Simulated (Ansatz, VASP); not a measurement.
## Cross-check of Mo (Mo(100)-(2x1) missing row) between VASP and Ansatz

Wanted: the spread between two codes on one cell, functional and k mesh. Of the first pair: The structure shown is the start of the Ansatz relaxation below; VASP solves that cell, so the two are compared at the walk's first step.

Program: Ansatz 0.2.0. Level of theory: plane waves, with VASP 6.6.1 beside it; single point at PBE. Results are calculated unless marked as measured.

**1. Set-up**

The cell holds 9 atoms: 9 Mo. Cell: a = 6.300 Å, b = 3.150 Å, c = 23.300 Å, α = 90.0°, β = 90.0°, γ = 90.0°. Vacuum lies along c.

**2. Ansatz: relaxation, PBE**

Ansatz runs on its default PAW (the set named soft_2) files.

The two programs are compared at the cell with which this relaxation starts, whose forces are those of its first step.

The input, input.yaml:

```yaml
crystal:
  lattice:
    - [6.3, 0.0, 0.0]
    - [0.0, 3.15, 0.0]
    - [0.0, 0.0, 23.3]
  atoms:
    - { symbol: Mo, position: [0.0, 0.0, 0.364806867] }
    - { symbol: Mo, position: [0.5, 0.0, 0.364806867] }
    - { symbol: Mo, position: [0.25, 0.5, 0.4324034335] }
    - { symbol: Mo, position: [0.75, 0.5, 0.4324034335] }
    - { symbol: Mo, position: [0.0, 0.0, 0.5] }
    - { symbol: Mo, position: [0.5, 0.0, 0.5] }
    - { symbol: Mo, position: [0.25, 0.5, 0.5675965665] }
    - { symbol: Mo, position: [0.75, 0.5, 0.5675965665] }
    - { symbol: Mo, position: [0.0, 0.0, 0.635193133] }
kpoints:
  mp_grid: { grid: [5, 9, 1] }
hamiltonian:
  xc: pbe
scf:
  occupations: { method: fermi_dirac, width: 0.1 }
  convergence: { dr2_threshold: 1.0e-08 }
efield:
  axis: 3
  dipole_correction: true
  ramp_position: 0.97
  ramp_width: 0.06
relax:
  f_tol: 0.015
  max_steps: 90
  constraints: [{ sites: [0, 1, 2, 3] }]
output:
  write_potential: true
  write_density: true
  volumetric_format: npy
```

Launch:

```sh
$ ansatz run input.yaml --threads 4 --pin off --max-ram 6144MiB --backend cpu --events-out ev --progress --plain --runs-dir out
```

Numbers of over 12 decimals in the logs are rounded to 6 here.

Log:

```text
Engine: ansatz 0.2.0, aarch64-unknown-linux-gnu
Pseudopotentials: kind: paw
Pseudopotential: Mo, paw, valence charge 14, recommended cutoff 420 eV (normal), Mo.paw.azcp
Functional definition: PBE
  parameter kappa = 0.804
  parameter beta = 0.066725
  exchange = pbe_x(kappa = kappa, mu = beta*pi^2/3)
  correlation = pbe_c(beta = beta)
Crystal: 9 atoms, lattice volume = 462.388 Å³
Basis set: ecut = 420 eV, 9091 PW (Γ), exchange–correlation on 90×48×320 points (8 copies of the dense FFT grid, shifted against one another)
Bands: 76, of which v1, the nominal top of the filled ones, is band 63 counted from 1 (62 counted from 0)
Symmetry: 4 space group operations
Space group: Pmm2 (ITA 25), of the structure as read, at distance tolerance 7.7e-5 Å
k-points: 15 of 45
Non-local potential: Mo, projectors of the file, l = 0: 3, l = 1: 2, l = 2: 2, l = 3: 1
PAW form: soft (Blöchl's): semilocal exchange-correlation on the pseudo side does not see the compensation charge
PAW one-centre angular grid: Mo, 590 points (default); XC on 64 Gauss nodes
Initial density: superposition of atomic densities (neutral atoms: chi_scale 0, normalization atom), corrected by the library's trained network
Initial wavefunctions: pseudopotential atomic-orbital guess
Functional: x = pbe(κ = 0.804, μ = 0.219515), c = pbe(β = 0.066725)
SCF iter   1: F=—  HF=-44595.517939 eV  |F-HF|=—  |Δ(HF+E_count)|=         —  Δρ=6.16e-3  dr2=5.82e-1  ethr=1.77e-3  p=0.045 e·Å  D=1.76e-2 V/Å  ΔV_dip=-0.41 eV  dr2_dipole=1.32e-2  V_vac-E_F(+/−)=3.67/4.08 eV  ⟨swp⟩=9.5  Hψ=5526  notcnv=0
efield: sawtooth ramp at fractional position 0.9700 (set: `efield.ramp_position`, or a place that a band, a saddle search or an elastic batch's reference lends), width 0.0600; the density the first Hamiltonian is built on has a dipole p = 0.045 e·Å; the dipole correction subtracts the counter field D = 1.76e-2 V/Å, which shifts the + side's vacuum level by -0.41 eV against the − side's; the planar-averaged density in the ramp window peaks in size at 1.3e-5 e/Å³
preconditioner: auto → LDOS  [metal: Δε(μ)=0.018 eV  Ē_g=3.428 eV  σ=0.100 eV  W_gap=0.04  n_scr=74 (ndim 8)  ℏωp=12.7 eV  f_vac=0.590  D(μ)=10.29/eV (n_scr^D=44)  β→1.0]
SCF iter   2: F=—  HF=-44595.492433 eV  |F-HF|=—  |Δ(HF+E_count)|=   2.55e-2  Δρ=3.13e-3  dr2=1.05e-1  ethr=4.62e-4  p=0.026 e·Å  D=1.01e-2 V/Å  ΔV_dip=-0.23 eV  dr2_dipole=7.08e-4  V_vac-E_F(+/−)=3.69/3.92 eV  ⟨swp⟩=2.3  Hψ=1698  notcnv=0
SCF iter   3: F=—  HF=-44595.485078 eV  |F-HF|=—  |Δ(HF+E_count)|=   7.35e-3  Δρ=8.09e-4  dr2=7.42e-3  ethr=8.37e-5  p=0.029 e·Å  D=1.14e-2 V/Å  ΔV_dip=-0.27 eV  dr2_dipole=8.04e-7  V_vac-E_F(+/−)=3.67/3.94 eV  ⟨swp⟩=2.0  Hψ=1651  notcnv=0
SCF iter   4: F=—  HF=-44595.484710 eV  |F-HF|=—  |Δ(HF+E_count)|=   3.68e-4  Δρ=2.68e-4  dr2=1.01e-3  ethr=5.89e-6  p=0.028 e·Å  D=1.10e-2 V/Å  ΔV_dip=-0.26 eV  dr2_dipole=1.74e-5  V_vac-E_F(+/−)=3.66/3.92 eV  ⟨swp⟩=2.1  Hψ=1546  notcnv=0
SCF iter   5: F=—  HF=-44595.484752 eV  |F-HF|=—  |Δ(HF+E_count)|=   4.13e-5  Δρ=9.67e-5  dr2=8.36e-5  ethr=8.03e-7  p=0.027 e·Å  D=1.07e-2 V/Å  ΔV_dip=-0.25 eV  dr2_dipole=3.11e-8  V_vac-E_F(+/−)=3.66/3.91 eV  ⟨swp⟩=2.1  Hψ=1527  notcnv=0
SCF iter   6: F=—  HF=-44595.484798 eV  |F-HF|=—  |Δ(HF+E_count)|=   4.64e-5  Δρ=4.58e-5  dr2=2.10e-5  ethr=6.64e-8  p=0.027 e·Å  D=1.06e-2 V/Å  ΔV_dip=-0.25 eV  dr2_dipole=2.70e-7  V_vac-E_F(+/−)=3.66/3.91 eV  ⟨swp⟩=2.9  Hψ=1891  notcnv=0
SCF iter   7: F=—  HF=-44595.484802 eV  |F-HF|=—  |Δ(HF+E_count)|=   3.98e-6  Δρ=1.13e-5  dr2=1.46e-6  ethr=1.67e-8  p=0.027 e·Å  D=1.06e-2 V/Å  ΔV_dip=-0.25 eV  dr2_dipole=1.47e-8  V_vac-E_F(+/−)=3.66/3.91 eV  ⟨swp⟩=2.3  Hψ=1555  notcnv=0
SCF iter   8: F=—  HF=-44595.484773 eV  |F-HF|=—  |Δ(HF+E_count)|=   2.94e-5  Δρ=4.46e-6  dr2=1.97e-7  ethr=1.16e-9  p=0.027 e·Å  D=1.06e-2 V/Å  ΔV_dip=-0.25 eV  dr2_dipole=1.36e-8  V_vac-E_F(+/−)=3.66/3.91 eV  ⟨swp⟩=2.6  Hψ=1819  notcnv=0
SCF iter   9: F=—  HF=-44595.484773 eV  |F-HF|=—  |Δ(HF+E_count)|=   1.59e-7  Δρ=1.29e-6  dr2=1.49e-8  ethr=1.56e-10  p=0.027 e·Å  D=1.06e-2 V/Å  ΔV_dip=-0.25 eV  dr2_dipole=6.65e-10  V_vac-E_F(+/−)=3.66/3.91 eV  ⟨swp⟩=2.3  Hψ=1681  notcnv=0
SCF iter  10: F=-44595.484773 eV  HF=-44595.484773 eV  |F-HF|=2.89e-9  |Δ(HF+E_count)|=   2.61e-8  Δρ=5.75e-7  dr2=3.02e-9  ethr=7.94e-12  p=0.027 e·Å  D=1.06e-2 V/Å  ΔV_dip=-0.25 eV  dr2_dipole=4.53e-11  V_vac-E_F(+/−)=3.66/3.91 eV  ⟨swp⟩=10.4  Hψ=7898  notcnv=0
SCF 1 converged in 10 iterations: F = -44595.484773 eV  dr2 = 3.02e-9
  greatest PAW one-centre occupation: 0.998 electrons in one spin orbital (limit 2), on the Mo atom at site 8 (counted from 0), in its partial waves of l = 0
relax step   1: F+E_penalty+E_count = -44595.48477288 eV  Δ(F+E_penalty+E_count) = +0.000e0 eV  max|allowed force component| = 2.553e0 eV/Å  Δτ_max = 0.0000 Å  (10 SCF iters, accepted)
Initial density: handed on by an earlier stage of this run
[...]
SCF iter   5: F=—  HF=-44595.879711 eV  |F-HF|=—  |Δ(HF+E_count)|=   2.47e-5  Δρ=2.27e-6  dr2=5.11e-8  ethr=3.78e-10  p=0.018 e·Å  D=7.10e-3 V/Å  ΔV_dip=-0.17 eV  dr2_dipole=2.27e-10  V_vac-E_F(+/−)=3.75/3.91 eV  ⟨swp⟩=3.3  Hψ=2124  notcnv=0
SCF iter   6: F=—  HF=-44595.879711 eV  |F-HF|=—  |Δ(HF+E_count)|=   2.64e-8  Δρ=1.20e-6  dr2=1.25e-8  ethr=7.94e-12  p=0.018 e·Å  D=7.09e-3 V/Å  ΔV_dip=-0.17 eV  dr2_dipole=7.23e-11  V_vac-E_F(+/−)=3.75/3.91 eV  ⟨swp⟩=10.4  Hψ=8225  notcnv=0
SCF iter   7: F=-44595.879711 eV  HF=-44595.879711 eV  |F-HF|=0.00e0  |Δ(HF+E_count)|=   8.79e-9  Δρ=3.21e-7  dr2=9.84e-10  ethr=7.94e-12  p=0.018 e·Å  D=7.09e-3 V/Å  ΔV_dip=-0.17 eV  dr2_dipole=4.72e-12  V_vac-E_F(+/−)=3.75/3.91 eV  ⟨swp⟩=9.6  Hψ=7414  notcnv=0
SCF 5 converged in 7 iterations: F = -44595.879711 eV  dr2 = 9.84e-10
relax step   5: F+E_penalty+E_count = -44595.87971054 eV  Δ(F+E_penalty+E_count) = -1.506e-4 eV  max|allowed force component| = 1.035e-2 eV/Å  Δτ_max = 0.0031 Å  (7 SCF iters, accepted)
NSCF: frozen V_eff on 15 k-points
the band table was solved once a step of the walk had ended and its energy, with any forces and stress, was formed, with the checks that follow a solve (5007 applications of the Hamiltonian). They found nothing against the state; the energy, forces and stress were not computed again (output.eigenvalues in the input reference)
WARN: The output density's exchange-correlation potential varies sharply where the density is thin. Do not read a vacuum level from v_tot or v_xc, or from such a field of the output density. On a cell that repeats whose density bears no net charge and no dipole along the vacuum's axis use v_es (v_loc + v_h of the components); under efield.dipole_correction with no amplitude use v_es + v_field, which holds any externa [...]
SCF converged after 7 iterations
Free energy (F): -44595.879711 eV
Harris-Foulkes:  -44595.879711 eV  (|F-HF|=0.00e0)
Internal energy: -44595.553104 eV  (E = F + TS)
E sigma→0 (E₀):  -44595.716407 eV
Entropy (-TS):   -0.326607 eV (-36.290 meV/atom)
Fermi energy:    3.788320 eV
Dipole field:    D = 0.007094 V/Å  (p = 0.018127 e·Å, saw-weighted, corrected)
Work function:   Φ+ = 3.7482 eV   Φ− = 3.9135 eV
Levels:          The Fermi level and band energies are counted from a zero that moves with the ramp; work functions are not
--- Per-component energies (eV) ---
  E_band       = -2636.667338
  E_kinetic    = 3954.458620
  E_local      = -143560.718329  (includes V_loc(G=0)·N_el)
  E_nonlocal   = 1293.941307
  E_hartree    = 69509.525261
  E_xc         = -1639.953974
  E_vxc        = -2045.427311  (∫ρ·V_xc dr)
  E_paw        = -28813.291430  (= ΣΔE_a)
  E_vpaw       = -1298.314539  (= ΣTr[D̂ρ^β])
  E_aug_tail   = 0.000384  (compensation charges beyond the density's cutoff)
  E_efield     = 0.000064  (sawtooth field / dipole correction)
  E_vefield    = 0.336579  (∫n·V_field dr)
  E_ewald      = 54660.484994
  E_smearing   = -0.326607  (= −TS)
  E_closure    = 0.000000  (closes the sum)
  Σ components = -44595.879711   (vs F -44595.879711, Δ=0.00e0)
--- Forces (eV/Å), atoms counted from 1 ---
  atom   1  Mo     0.00000000     0.00000000     1.54829593
  atom   2  Mo     0.00000000     0.00000000     1.35802885
  atom   3  Mo     0.19903394     0.00000000    -1.45325213
  atom   4  Mo    -0.19903394     0.00000000    -1.45325213
  atom   5  Mo    -0.00000000     0.00000000    -0.00429110
  atom   6  Mo     0.00000000     0.00000000     0.01034597
  atom   7  Mo     0.00082874     0.00000000    -0.00056587
  atom   8  Mo    -0.00082874     0.00000000    -0.00056587
  atom   9  Mo    -0.00000000     0.00000000    -0.00473960
  max |Σ_I F_I| component: 4.05e-6 eV/Å
--- Band table (eV; the first three rows and the last of 15) ---
  k-point 0: bands = [... 59 lower, 3.2209, 3.2428, 3.3965, 3.6155, 3.7187, 3.8216, 4.1563, 4.2168, ... 9 higher]
  k-point 1: bands = [... 59 lower, 3.2626, 3.4449, 3.5194, 3.6371, 3.7955, 3.8554, 4.1220, 4.1665, ... 9 higher]
  k-point 2: bands = [... 59 lower, 3.2246, 3.3704, 3.4059, 3.6260, 4.1258, 4.3129, 4.3148, 4.4413, ... 9 higher]
  k-point 14: bands = [... 59 lower, 3.1125, 3.4246, 3.8572, 3.9655, 4.0295, 4.2390, 4.6564, 4.7857, ... 9 higher]
--- Relaxed structure (5 steps of the walk, 5 accepted, 0 SCFs on fresh bases) ---
  F+E_penalty+E_count = -44595.87971054 eV   max|allowed force component| = 1.035e-2 eV/Å
  atoms:
    - { symbol: Mo, position: [0.0, 0.0, 0.364806867] }
    - { symbol: Mo, position: [0.500000, 0.0, 0.364806867] }
    - { symbol: Mo, position: [0.250000, 0.500000, 0.4324034335] }
    - { symbol: Mo, position: [0.750000, 0.500000, 0.4324034335] }
    - { symbol: Mo, position: [-1.7215445272914715e-19, 0.0, 0.499720] }
    - { symbol: Mo, position: [0.500000, 0.0, 0.501372] }
    - { symbol: Mo, position: [0.244546, 0.500000, 0.567397] }
    - { symbol: Mo, position: [0.755454, 0.500000, 0.567397] }
    - { symbol: Mo, position: [-6.711530190783648e-18, 0.0, 0.624296] }
```

Reading the cycles: dr2 is the Hartree energy of the density residual (eV), the measure of convergence; HF is the Harris–Foulkes estimate of the energy, which meets the free energy F at convergence.

[end of part 1 of 3]

[Lines on the potential files, build, host, timing and source positions are cut from VASP's logs without a mark.]

[Logs are printed without paths, hosts, clocks, repeated set-up lines and the standing remarks that a program may print on its own settings, such as how far it seeks lower states.]

[Hosts, paths, dates, database ids (printed as entryN), source tags and the programs' standing remarks are cut or masked in the printed files.]
